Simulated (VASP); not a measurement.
All values below come from PBE GGA, VASP's PBE PAW potentials (set 64) (plane waves; VASP).

Gaps are without spin-orbit coupling.

The volume per atom is 17.62 Å³/atom and the band gap (over mesh and band path) is 3.28 eV. The smallest direct gap (over mesh and band path) is 3.39 eV.

Problem. Which relaxed crystal gives these values?
A. SrO, Fm-3m (225)
B. CsSnI3, Pm-3m (221)
C. ZnO, P6_3mc (186)
D. CsPbCl3, Pm-3m (221)

Solution. A, SrO, Fm-3m (225)
